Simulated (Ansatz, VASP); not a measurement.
# ZnGeAs2 in two plane-wave programs, part 2 of 2

Aim: how closely do two programs agree when they are given the same cell, functional and k mesh?

VASP 6.6.1 and Ansatz 0.2.0.

So far: The structure; VASP: relaxation of cell and atoms, PBEsol.

The database entry behind the starting cell differs from later determinations by our own check (old inner coordinate), so it need not match the best structure at ambient conditions.

## Step 3: Ansatz: relaxation of cell and atoms, PBEsol

Level of this step: Ansatz beside VASP: Kohn-Sham DFT, plane waves, PBEsol (Ansatz).

Ansatz runs on its default PAW (the set named soft_2) files.

The same cell, functional, mesh and smearing now go to Ansatz, which takes its cutoff from its data sets.

File input.yaml:

```yaml
crystal:
  lattice:
    - [-2.835, 2.835, 5.575]
    - [2.835, -2.835, 5.575]
    - [2.835, 2.835, -5.575]
  atoms:
    - { symbol: As, position: [0.139, 0.625, 0.014] }
    - { symbol: As, position: [0.875, 0.861, 0.486] }
    - { symbol: As, position: [0.611, 0.125, 0.986] }
    - { symbol: As, position: [0.375, 0.389, 0.514] }
    - { symbol: Ge, position: [0.25, 0.75, 0.5] }
    - { symbol: Ge, position: [0.5, 0.5, 0.0] }
    - { symbol: Zn, position: [0.75, 0.25, 0.5] }
    - { symbol: Zn, position: [0.0, 0.0, 0.0] }
hamiltonian:
  xc: pbesol
  pseudopotentials: { kind: paw }
kpoints:
  mp_grid: { grid: [5, 5, 5] }
scf:
  occupations: { method: gaussian, width: 0.05 }
relax:
  f_tol: 0.01
  max_steps: 60
  cell: { stress_tol: 0.05 }
output:
  forces: true
  stress: true
```

On the command line:

```
$ ansatz run input.yaml --threads 4 --pin off --max-ram 9216MiB --backend cpu --events-out ev --progress --plain --runs-dir out
```

Numbers of over 12 decimals in the logs are rounded to 6 here.

The log of the run:

```text
Engine: ansatz 0.2.0, aarch64-unknown-linux-gnu
Pseudopotentials: kind: paw
Pseudopotential: As, paw, valence charge 15, recommended cutoff 420 eV (normal), As.paw.azcp
Pseudopotential: Ge, paw, valence charge 14, recommended cutoff 420 eV (normal), Ge.paw.azcp
Pseudopotential: Zn, paw, valence charge 12, recommended cutoff 420 eV (normal), Zn.paw.azcp
Functional definition: PBEsol
  exchange = pbesol_x
  correlation = pbesol_c
Crystal: 8 atoms, lattice volume = 179.230 Å³
Basis set: ecut = 420 eV, 3523 PW (Γ), exchange–correlation on 96×96×96 points (8 copies of the dense FFT grid, shifted against one another)
Bands: 68, of which v1, the nominal top of the filled ones, is band 56 counted from 1 (55 counted from 0)
Symmetry: 8 space group operations
Space group: I-42d (ITA 122), of the structure as read, at distance tolerance 5.6e-5 Å
k-points: 18 of 125 (time reversal used)
Non-local potential: As, projectors of the file, l = 0: 2, l = 1: 2, l = 2: 3, l = 3: 1
Non-local potential: Ge, projectors of the file, l = 0: 2, l = 1: 2, l = 2: 3, l = 3: 1
Non-local potential: Zn, projectors of the file, l = 0: 2, l = 1: 2, l = 2: 3, l = 3: 1
PAW form: soft (Blöchl's): semilocal exchange-correlation on the pseudo side does not see the compensation charge
PAW frozen core: As, regenerated for the run's functional, and the local potential with it (the file was generated under x = pbe(κ = 0.804, μ = 0.219515), c = pbe(β = 0.066725))
PAW frozen core: Ge, regenerated for the run's functional, and the local potential with it (the file was generated under x = pbe(κ = 0.804, μ = 0.219515), c = pbe(β = 0.066725))
PAW frozen core: Zn, regenerated for the run's functional, and the local potential with it (the file was generated under x = pbe(κ = 0.804, μ = 0.219515), c = pbe(β = 0.066725))
PAW one-centre angular grid: As, 590 points (default); XC on 64 Gauss nodes
PAW one-centre angular grid: Ge, 590 points (default); XC on 64 Gauss nodes
PAW one-centre angular grid: Zn, 590 points (default); XC on 64 Gauss nodes
Initial density: superposition of atomic densities (neutral atoms: chi_scale 0, normalization atom), corrected by the library's trained network
Initial wavefunctions: pseudopotential atomic-orbital guess
Functional: x = pbesol(κ = 0.804, μ = 0.123457), c = pbesol(β = 0.046)
SCF iter   1: F=—  HF=-34321.792798 eV  |F-HF|=—  |Δ(HF+E_count)|=         —  Δρ=3.10e-3  dr2=1.71e-2  ethr=1.77e-3  ⟨swp⟩=6.0  Hψ=4572  notcnv=0  defer=5
preconditioner: auto → Resta (q_TF=auto, 2.523 Å⁻¹)  ε∞=5.1  [insulator: Δε(μ)=0.257 eV  Ē_g=9.928 eV  σ=0.050 eV  W_gap=1.00  n_scr=44 (ndim 8)  ℏωp=20.0 eV  f_vac=0.079  D(μ)=0.00/eV (n_scr^D=0)  ε∞_Penn≈5.1]
SCF iter   2: F=—  HF=-34321.785531 eV  |F-HF|=—  |Δ(HF+E_count)|=   7.27e-3  Δρ=1.26e-3  dr2=4.41e-3  ethr=1.53e-5  ⟨swp⟩=3.0  Hψ=2451  notcnv=0  defer=36
SCF iter   3: F=—  HF=-34321.784945 eV  |F-HF|=—  |Δ(HF+E_count)|=   5.86e-4  Δρ=9.63e-4  dr2=1.78e-3  ethr=3.94e-6  ⟨swp⟩=2.0  Hψ=1503  notcnv=0  defer=36
SCF iter   4: F=—  HF=-34321.784694 eV  |F-HF|=—  |Δ(HF+E_count)|=   2.51e-4  Δρ=2.96e-4  dr2=2.33e-4  ethr=1.59e-6  ⟨swp⟩=2.0  Hψ=1495  notcnv=0  defer=36
SCF iter   5: F=—  HF=-34321.784744 eV  |F-HF|=—  |Δ(HF+E_count)|=   4.94e-5  Δρ=1.20e-4  dr2=2.69e-5  ethr=2.08e-7  ⟨swp⟩=2.0  Hψ=1583  notcnv=0  defer=36
SCF iter   6: F=—  HF=-34321.784769 eV  |F-HF|=—  |Δ(HF+E_count)|=   2.51e-5  Δρ=2.19e-5  dr2=7.69e-7  ethr=2.40e-8  ⟨swp⟩=2.0  Hψ=1583  notcnv=0  defer=36
SCF iter   7: F=—  HF=-34321.784769 eV  |F-HF|=—  |Δ(HF+E_count)|=   6.81e-7  Δρ=9.27e-6  dr2=1.16e-7  ethr=6.87e-10  ⟨swp⟩=2.0  Hψ=2123  notcnv=0  defer=36
SCF iter   8: F=-34321.784770 eV  HF=-34321.784769 eV  |F-HF|=2.41e-8  |Δ(HF+E_count)|=   2.86e-8  Δρ=4.03e-6  dr2=2.02e-8  ethr=8.93e-11  ⟨swp⟩=4.0  Hψ=4156  notcnv=0
SCF 1 converged in 8 iterations: F = -34321.784770 eV  dr2 = 2.02e-8
  greatest PAW one-centre occupation: 0.999 electrons in one spin orbital (limit 2), on the As atom at site 1 (counted from 0), in its partial waves of l = 2
relax step   1: F+E_penalty+E_count = -34321.78476950 eV  Δ(F+E_penalty+E_count) = +0.000e0 eV  max|allowed force component| = 8.684e-1 eV/Å  Δτ_max = 0.0000 Å  P = +0.461 GPa  Ω = 179.230 Å³  (8 SCF iters, dr2 threshold 1.00e-7 eV, accepted)
[...]
relax step   2: F+E_penalty+E_count = -34321.92609259 eV  Δ(F+E_penalty+E_count) = -1.413e-1 eV  max|allowed force component| = 1.351e-1 eV/Å  Δτ_max = 0.0709 Å  P = -0.042 GPa  Ω = 179.088 Å³  energy of the carried Pulay correction = +3.190e-5 eV  (6 SCF iters, dr2 threshold 8.00e-7 eV, accepted)
[...]
relax step   3: F+E_penalty+E_count = -34321.93349779 eV  Δ(F+E_penalty+E_count) = -7.405e-3 eV  max|allowed force component| = 3.848e-3 eV/Å  Δτ_max = 0.0153 Å  P = +0.020 GPa  Ω = 178.767 Å³  energy of the carried Pulay correction = +1.038e-4 eV  (5 SCF iters, dr2 threshold 8.00e-7 eV, accepted)
[...]
relax step   4: F+E_penalty+E_count = -34321.93339955 eV  Δ(F+E_penalty+E_count) = +9.824e-5 eV  max|allowed force component| = 3.945e-3 eV/Å  Δτ_max = 0.0000 Å  P = +0.020 GPa  Ω = 178.767 Å³  stress off target by 2.59e-2 GPa  SCF on the basis re-selected at this cell (its energy is not comparable with the rows above)  (7 SCF iters)
basis re-selected at this cell: Δ(F+E_penalty+E_count) = +9.824e-5 eV, ΔP = +0.001 GPa vs the last step (what re-selecting the basis moved, of the pressure what is left beyond the Pulay correction that the steps carried, after the strain that the cell walked since its last selection, with what the two solves' SCF thresholds leave and, on support functions, any second-order correction that the steps lacked; it is no m [...]
SCF converged after 7 iterations
Free energy (F): -34321.933400 eV
Harris-Foulkes:  -34321.933400 eV  (|F-HF|=2.91e-11)
Internal energy: -34321.933365 eV  (E = F + TS)
E sigma→0 (E₀):  -34321.933382 eV
Entropy (-TS):   -0.000035 eV (-0.004 meV/atom)
Fermi energy:    8.402616 eV
--- Per-component energies (eV) ---
  E_band       = -1307.707769
  E_kinetic    = 898.733291
  E_local      = -16098.407249  (includes V_loc(G=0)·N_el)
  E_nonlocal   = -606.331012
  E_hartree    = 7769.301078
  E_xc         = -736.661095
  E_vxc        = -552.278002  (∫ρ·V_xc dr)
  E_paw        = -14708.344088  (= ΣΔE_a)
  E_vpaw       = -488.026861  (= ΣTr[D̂ρ^β])
  E_aug_tail   = -0.000043  (compensation charges beyond the density's cutoff)
  E_ewald      = -10847.520544
  E_core_change = 7.296297  (= ΣΔE_core)
  E_smearing   = -0.000035  (= −TS)
  E_closure    = 0.000000  (closes the sum)
  Σ components = -34321.933400   (vs F -34321.933400, Δ=0.00e0)
--- Forces (eV/Å), atoms counted from 1 ---
  atom   1  As    -0.00000000    -0.00394538    -0.00000000
  atom   2  As     0.00394538     0.00000000     0.00000000
  atom   3  As    -0.00000000     0.00394538     0.00000000
  atom   4  As    -0.00394538     0.00000000     0.00000000
  atom   5  Ge     0.00000000    -0.00000000     0.00000000
  atom   6  Ge     0.00000000    -0.00000000    -0.00000000
  atom   7  Zn     0.00000000     0.00000000    -0.00000000
  atom   8  Zn     0.00000000     0.00000000    -0.00000000
  max |Σ_I F_I| component: 1.34e-16 eV/Å
--- Stress (GPa, compression-positive) ---
        0.025900       0.000000      -0.000000
        0.000000       0.025900       0.000000
       -0.000000       0.000000       0.009234
  P = ⅓ Tr σ = 0.0203 GPa (0.203 kbar)
--- Relaxed structure (3 steps of the walk, 3 accepted, 1 SCFs on fresh bases) ---
  F+E_penalty+E_count = -34321.93339955 eV   max|allowed force component| = 3.945e-3 eV/Å   (the final SCF, on the basis selected at the relaxed cell)
  cell:  # Å, volume = 178.7674 Å³
    - [-2.826669, 2.826669, 5.593435]
    - [2.826669, -2.826669, 5.593435]
    - [2.826669, 2.826669, -5.593435]
  atoms:
    - { symbol: As, position: [0.123791, 0.625000, -0.00120878] }
    - { symbol: As, position: [0.875000, 0.876209, 0.501209] }
    - { symbol: As, position: [0.626209, 0.125, 1.001209] }
    - { symbol: As, position: [0.375, 0.373791, 0.498791] }
    - { symbol: Ge, position: [0.250000, 0.75, 0.5] }
    - { symbol: Ge, position: [0.5, 0.5, 0] }
    - { symbol: Zn, position: [0.75, 0.250000, 0.5] }
    - { symbol: Zn, position: [0, 0, 0] }
```

Wall time 35 s (4 threads of Arm Neoverse N1, shared host); peak memory 0.67 GiB.

## Step 4: Comparison

Known differences besides the potentials themselves: both relaxations stop at a tolerance, which leaves soft axes loose, and VASP keeps its plane-wave basis; the data sets hold 112 valence electrons in Ansatz (default PAW (the set named soft_2) files) and 52 in VASP; the cutoff is 420 eV in Ansatz and 360 eV in VASP; Ansatz makes its cores anew for this functional, VASP keeps those of its PBE data sets; VASP leaves aspherical gradient terms in its spheres out (LASPH is not set), Ansatz keeps them; Ansatz adds a Pulay correction to the stress that steers its cell, VASP none. Total energies have different zeros and are not compared.

Both answers:

| quantity | Ansatz | VASP | difference |
| --- | --- | --- | --- |
| volume (Å³) | 178.77 | 179.90 | -0.63 % |
| edge a after relaxation, in the typed setting (Å) | 6.875 | 6.890 | -0.22 % |

The walks stopped with 0.02 GPa left in Ansatz and 0.01 GPa in VASP; each walk ends within a tolerance, so the volume difference is uncertain by about these residues over the bulk modulus, most in soft cells.

## Step 5: Summary of results

| Item | Value |
| --- | --- |
| difference in volume (relaxation of cell and atoms, PBEsol) | -0.63 % |

**Reading.** The difference in volume is -0.63 % (relaxation of cell and atoms, PBEsol), within the 1.2 % picked in this series as the mark of a large difference, as far as the stopping tolerances let one tell. Such differences can come from data sets, numerical settings and the points named under the comparisons, not from the functional's error against experiment.

[Lines on the potential files, build, host, timing and source positions are cut from VASP's logs without a mark.]

[Logs are printed without paths, hosts, clocks, repeated set-up lines and the standing remarks that a program may print on its own settings, such as how far it seeks lower states.]

[Hosts, paths, dates, database ids (printed as entryN), source tags and the programs' standing remarks are cut or masked in the printed files.]
